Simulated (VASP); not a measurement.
VASP runs on Zr (space group P6_3/mmc) share one base input (LDA (Ceperley-Alder, Perdew-Zunger), plane waves, VASP's LDA PAW potentials (set 64)) and change the settings named in each case.

**POSCAR**
```
Zr
1
    3.1852960000     0.0000000000     0.0000000000
   -1.5926480000     2.7585480000     0.0000000000
    0.0000000000     0.0000000000    10.2487130000
Zr
4
Direct
  0.0000000000   0.0000000000   0.0000000000
  0.0000000000   0.0000000000   0.5000000000
  0.3333330000   0.6666670000   0.2500000000
  0.6666670000   0.3333330000   0.7500000000
```

**INCAR**
```
ALGO  =  Normal
EDIFF  =  1E-6
ENCUT  =  300
ISIF  =  2
ISMEAR  =  0
LASPH  =  .True.
LCHARG  =  .False.
LMAXMIX  =  4
LREAL  =  .False.
LWAVE  =  .False.
NELM  =  100
PREC  =  Accurate
SIGMA  =  0.2
SYSTEM  =  Zr
```

### KPOINTS
```
Automatic mesh
0
Gamma
10 10 3
0 0 0
```

POTCAR, in this order: Zr_sv (LDA.64 set). Program: vasp_std.

```json
[
 {"change": "base run", "E(σ→0) (eV/atom)": "-9.2350", "pressure (GPa)": "-3.75", "−TS (eV)": "-0.1210"},
 {"change": "SIGMA = 0.03, KPOINTS 8×8×3 Γ-centred mesh", "E(σ→0) (eV/atom)": "-9.2211", "pressure (GPa)": "-3.80", "−TS (eV)": "-0.0078"},
 {"change": "SIGMA = 0.1, KPOINTS 8×8×3 Γ-centred mesh", "E(σ→0) (eV/atom)": "-9.2226", "pressure (GPa)": "-3.71", "−TS (eV)": "-0.0465"},
 {"change": "SIGMA = 0.3, KPOINTS 8×8×3 Γ-centred mesh", "E(σ→0) (eV/atom)": "-9.2281", "pressure (GPa)": "(withheld)", "−TS (eV)": "(withheld)"},
 {"change": "SIGMA = 0.03", "E(σ→0) (eV/atom)": "-9.2321", "pressure (GPa)": "-3.91", "−TS (eV)": "-0.0055"},
 {"change": "SIGMA = 0.1", "E(σ→0) (eV/atom)": "-9.2332", "pressure (GPa)": "-3.84", "−TS (eV)": "-0.0381"},
 {"change": "SIGMA = 0.3", "E(σ→0) (eV/atom)": "-9.2354", "pressure (GPa)": "-3.60", "−TS (eV)": "-0.2664"},
 {"change": "SIGMA = 0.03, KPOINTS 11×11×3 Γ-centred mesh", "E(σ→0) (eV/atom)": "-9.2325", "pressure (GPa)": "-3.99", "−TS (eV)": "-0.0038"},
 {"change": "SIGMA = 0.1, KPOINTS 11×11×3 Γ-centred mesh", "E(σ→0) (eV/atom)": "-9.2329", "pressure (GPa)": "-3.86", "−TS (eV)": "-0.0363"},
 {"change": "SIGMA = 0.3, KPOINTS 11×11×3 Γ-centred mesh", "E(σ→0) (eV/atom)": "-9.2350", "pressure (GPa)": "-3.61", "−TS (eV)": "-0.2674"},
 {"change": "SIGMA = 0.03, KPOINTS 11×11×3 Γ-centred mesh", "E(σ→0) (eV/atom)": "-9.2325", "pressure (GPa)": "-3.99", "−TS (eV)": "-0.0038"},
 {"change": "SIGMA = 0.1, KPOINTS 11×11×3 Γ-centred mesh", "E(σ→0) (eV/atom)": "-9.2329", "pressure (GPa)": "-3.86", "−TS (eV)": "-0.0363"},
 {"change": "SIGMA = 0.3, KPOINTS 11×11×3 Γ-centred mesh", "E(σ→0) (eV/atom)": "-9.2350", "pressure (GPa)": "-3.61", "−TS (eV)": "-0.2674"}
]
```

Complete the blanks.

- SIGMA = 0.3, KPOINTS 8×8×3 Γ-centred mesh, pressure (GPa): -3.52
- SIGMA = 0.3, KPOINTS 8×8×3 Γ-centred mesh, −TS (eV): -0.2919

Energies of different potentials or functionals have different zeros.  At 300 eV the pressure can carry a Pulay error.

Left out are runs that ran out of time, are held back, or changed the cell or the kind of run, fixed moments of cells without a moment, rows past the twelfth, gaps on odd meshes, pressures of charged cells and columns that move by less than the noise.

The structure was generated: Zr was put into an ordered model structure, which need not be its known phase. The cell was not relaxed at this level, its lattice was scaled by up to 2.5 %.
